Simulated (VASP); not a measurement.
```xyz
4
Lattice="3.9024 0.0000 0.0000 0.0000 3.9024 0.0000 0.0000 0.0000 3.9024" Properties=species:S:1:pos:R:3 pbc="T T T"
Ti     0.0000     0.0000     0.0000
Pt     0.0000     1.9512     1.9512
Pt     1.9512     0.0000     1.9512
Pt     1.9512     1.9512     0.0000
```

All values below come from PBE GGA with D3 dispersion (Becke-Johnson damping), VASP's PBE PAW potentials (set 64) (plane waves; VASP 6.6.1). Numerical set-up: 520 eV cut-off, 9×9×9 Γ-centred mesh, tetrahedra with Blöchl corrections, potentials Ti_sv Pt.

The cores are frozen, which limits the accuracy of field gradients.

Task: Give the principal components of the electric field gradient (V/Å²) and the asymmetry η at each nucleus.

Result: 
```json
[
 {"atom": "Ti1", "Vxx": "0.0", "Vyy": "0.0", "Vzz": "0.0", "η": "-"},
 {"atom": "Pt2", "Vxx": "35.1", "Vyy": "35.1", "Vzz": "-70.1", "η": "0.00"},
 {"atom": "Pt3", "Vxx": "35.1", "Vyy": "35.1", "Vzz": "-70.1", "η": "0.00"},
 {"atom": "Pt4", "Vxx": "35.1", "Vyy": "35.1", "Vzz": "-70.1", "η": "0.00"}
]
```

The compound is Pt3Ti in the L1_2 structure. It was relaxed first.
